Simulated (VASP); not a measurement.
Given:

```yaml
crystal:
  lattice:
    - [-1.61540, 1.63418, 3.96506]
    - [1.61540, -1.63418, 3.96506]
    - [1.61540, 1.63418, -3.96506]
  atoms:
    - { symbol: Si, position: [0.66500, 0.66500, 0.00000] }
    - { symbol: Si, position: [0.33500, 0.33500, 0.00000] }
    - { symbol: W, position: [0.00000, 0.01659, 0.01659] }
```

Level of theory: PBE GGA + U (Dudarev), VASP's PBE PAW potentials (set 64) (plane waves; VASP 6.6.1). Settings: 400 eV cut-off, 12×12×12 Γ-centred mesh, first-order Methfessel-Paxton smearing of 0.10 eV, potentials Si W_sv, U − J: W 2.00 eV.

Problem. Which forces act on the atoms, in eV/Å?

Solution. 
```csv
atom,Fx,Fy,Fz
Si1,0.256,0.000,0.038
Si2,0.256,0.000,-0.038
W3,-0.512,0.000,0.000
```

Problem. Give the stress tensor in GPa (positive for a compressed cell).

Solution. 
```
-0.37   0.00   0.00
 0.00  -3.49   0.00
 0.00   0.00  -3.25
```
The pressure is its mean diagonal, -2.37 GPa.

The compound is WSi2 in the MoSi2 type structure. The cell was not relaxed at this level. The run is one of a series of settings (LDAU = .TRUE., LDAUJ = 0 0, LDAUL = -1 2, LDAUTYPE = 2, LDAUU = 0 2.0 against the base run), some of them coarse on purpose.
